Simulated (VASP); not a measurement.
Crystal: ZnCd3Se3S.

```
Zn Cd Se S
1.0
     4.26265    2.46104    3.46333
    -4.26265    2.46104    3.46333
     0.00000   -4.92209    3.46333
Zn Cd Se S
1 3 3 1
Direct
  0.99181 0.99181 0.99181
  0.50643 0.99620 0.50643
  0.99620 0.50643 0.50643
  0.50643 0.50643 0.99620
  0.23723 0.76250 0.23723
  0.76250 0.23723 0.23723
  0.23723 0.23723 0.76250
  0.76169 0.76169 0.76169
```

The cell was built by a generator and needn't be a form met in nature.

Base run:

```yaml
Program: VASP 6.6.1
Functional: PBEsol
Potentials_or_basis: VASP PAW PBE potentials, release 64 (Zn, Cd, Se, S)
Cutoff: 520 eV
k_mesh: 4 × 4 × 4
Occupations: gaussian, width 0.03 eV
Spin: no spin polarisation
```

Its results: band gap on the k mesh 0.57 eV, direct.

Q: The run is repeated on the same cell with these changes: functional from PBEsol to PBE. What comes out?

A: Band gap on the k mesh 0.69 eV, direct.
